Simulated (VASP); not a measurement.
Level of theory: LDA (Ceperley-Alder, Perdew-Zunger), VASP's LDA PAW potentials (set 64) (plane waves; VASP).

VASP input:

**INCAR**
```
# general
SYSTEM  = NaI
PREC    = Accurate
ENCUT   = 500
LREAL   = .FALSE.   # projection in real space or not
LASPH   = .TRUE.

# electronic loop
EDIFF   = 1E-6
NELM    = 100   # most electronic steps
ALGO    = Normal   # blocked Davidson
LMAXMIX = 4   # l cut-off of mixed one-centre charges

# smearing
ISMEAR  = 0
SIGMA   = 0.05

# ions
IBRION  = 2   # conjugate gradients
NSW     = 40   # most ionic steps
ISIF    = 3   # ions, shape and volume
EDIFFG  = -0.02   # ionic stop
PSTRESS = 100

# output
LWAVE   = .FALSE.
LCHARG  = .FALSE.
```

POSCAR:
```
NaI
1
    0.0000000000     2.9678618805     2.9678618805
    2.9678618805     0.0000000000     2.9678618805
    2.9678618805     2.9678618805     0.0000000000
Na I
1 1
Direct
  0.0000000000   0.0000000000   0.0000000000
  0.5000000000   0.5000000000   0.5000000000
```

### KPOINTS
```
Automatic
0
Gamma
 8 8 8
0 0 0
```

POTCAR, in this order: Na_pv I (LDA.64 set). Program: vasp_std.

Energy and stress use the plane-wave basis of the starting cell. Unless said otherwise, spin-orbit coupling is left out, though it shifts the bands of the heavy elements here.

Question: Predict the energy per atom (σ→0), volume per atom, band gap (on the k-mesh).

Answer: 
| Quantity | Result |
|---|---|
| energy per atom (σ→0) | -2.838 eV/atom |
| band gap (on the k-mesh) | 4.43 eV |
| volume per atom | 23.71 Å³/atom |

### OSZICAR
```
...
DAV:   4    -0.567583685217E+01    0.10653E-03   -0.35338E-04   741   0.223E-01    0.268E-01
DAV:   5    -0.567554687855E+01    0.28997E-03   -0.36829E-05   689   0.829E-02    0.637E-02
DAV:   6    -0.567547884603E+01    0.68033E-04   -0.73312E-05   716   0.130E-01    0.107E-01
DAV:   7    -0.567549107017E+01   -0.12224E-04   -0.51509E-06   656   0.187E-02    0.217E-01
DAV:   8    -0.567547802467E+01    0.13046E-04   -0.38641E-06   623   0.163E-02    0.102E-01
DAV:   9    -0.567547444317E+01    0.35815E-05   -0.24493E-06   584   0.123E-02    0.123E-02
DAV:  10    -0.567547437112E+01    0.72057E-07   -0.29737E-07   319   0.655E-03
   3 F= -.27159272E+01 E0= -.27159272E+01  d E =-.830756E-01
```

The compound is NaI in the rock salt structure. This run relaxes it under an external pressure of 10 GPa. Symmetry was kept, so distortions that lower it aren't found.
